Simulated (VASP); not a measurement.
Computed with PBE GGA, VASP's PBE PAW potentials (set 64) (plane waves; VASP).

VASP ran on this input.

### KPOINTS
```
Automatic mesh
0
Gamma
6 6 4
0 0 0
```

POSCAR:
```
ZrS2
1
    1.8431586764    -3.1924444965    -0.0000000000
    1.8431586764     3.1924444965     0.0000000000
   -0.0000000000     0.0000000000     6.3408382011
Zr S
1 2
Direct
  1.0000000000   1.0000000000   0.0000000000
  0.3333330000   0.6666670000   0.2283806171
  0.6666670000   0.3333330000   0.7716193829
```

INCAR:
```
! general
SYSTEM   =  ZrS2
PREC     =  Accurate
ENCUT    =  480
LREAL    =  .False.   ! projection in real space or not
LASPH    =  .True.   ! aspherical one-centre terms

! electronic loop
EDIFF    =  1E-7
NELM     =  100   ! most electronic steps
ALGO     =  Normal
LMAXMIX  =  4   ! l cut-off of mixed one-centre charges

! smearing
ISMEAR   =  0   ! Gaussian
SIGMA    =  0.05

! functional
GGA      =  PE   ! PBE

! ions
ISIF     =  2   ! forces and stress, cell fixed

! output
LWAVE    =  .False.
LCHARG   =  .False.
```

POTCAR, in this order: Zr_sv S (PBE.64 set). Program: vasp_std.

Without a dispersion term in the relaxation, distances and binding between the weakly bound layers, chains or molecules are unreliable, and so is what depends on them.

Q: Estimate the energy per atom (σ→0), band gap (on the k-mesh).

A: 
| Item | Result |
|---|---|
| energy per atom (σ→0) | -7.143 eV/atom |
| band gap (on the k-mesh) | 1.10 eV |

File OSZICAR:
```
...
DAV:  10    -0.214298522510E+02   -0.25993E-03   -0.17212E-03  1056   0.304E-01    0.149E-01
DAV:  11    -0.214298773041E+02   -0.25053E-04   -0.14238E-04  1080   0.812E-02    0.517E-02
DAV:  12    -0.214299128672E+02   -0.35563E-04   -0.66107E-05   904   0.567E-02    0.303E-02
DAV:  13    -0.214299138968E+02   -0.10295E-05   -0.16064E-06  1160   0.780E-03    0.147E-02
DAV:  14    -0.214299152191E+02   -0.13223E-05   -0.29415E-06   952   0.115E-02    0.196E-03
DAV:  15    -0.214299153246E+02   -0.10547E-06   -0.14343E-07   856   0.238E-03    0.109E-03
DAV:  16    -0.214299153759E+02   -0.51338E-07   -0.12330E-08   640   0.740E-04
   1 F= -.21429915E+02 E0= -.21429915E+02  d E =-.475778E-14
```

The compound is ZrS2 in the 1T layered structure. It was relaxed first, which changed the volume by +11 %.
